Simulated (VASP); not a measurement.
A convergence study with VASP on CdS (wurtzite): one setting is varied, all else stays as given below, so the limit is that of these other settings.

```
CELL_PARAMETERS angstrom
      2.07000    -3.58534     0.00000
      2.07000     3.58534     0.00000
      0.00000     0.00000     6.72000
ATOMIC_POSITIONS crystal
  Cd 0.66667 0.33333 0.50000
  Cd 0.33333 0.66667 0.00000
  S  0.66667 0.33333 0.87700
  S  0.33333 0.66667 0.37700
```

These are PBEsol GGA, VASP's PBE PAW potentials (set 64) (plane waves; VASP) values and carry that method's errors. The tightest run used: 550 eV cut-off, 7×7×4 Monkhorst-Pack mesh, Gaussian smearing of 0.050 eV, potentials Cd S.

**Question.** The settings run are 1×1×1 mesh; 2×2×1 mesh; 3×3×2 mesh; 4×4×2 mesh; 5×5×3 mesh; 6×6×3 mesh; 7×7×4 mesh. From which on does the stress (every component) stay within 0.2 GPa of the tightest run?

**Answer.** From 4×4×2 mesh on: it is off by 0.07 there and by no more than 0.2 in any finer run, while 3×3×2 mesh is off by 0.78.
| setting | E (eV/atom) | pressure (GPa) | irreducible k-points | difference judged (GPa) |
|---|---|---|---|---|
| 1×1×1 mesh | -0.5637 | 19.03 | 1 | 25.77 |
| 2×2×1 mesh | -3.5257 | -1.10 | 2 | 3.62 |
| 3×3×2 mesh | -3.3691 | 0.28 | 3 | 0.78 |
| 4×4×2 mesh | -3.4109 | -0.19 | 6 | 0.07 |
| 5×5×3 mesh | -3.4057 | -0.16 | 10 | 0.04 |
| 6×6×3 mesh | -3.4083 | -0.18 | 24 | 0.03 |
| 7×7×4 mesh | -3.4083 | -0.16 | 16 | 0.00 |

Left out are rungs that failed or repeat a setting and relaxations that didn't move; long series are thinned to 24 rows.

The compound is CdS in the wurtzite structure. The cell was not relaxed at this level.
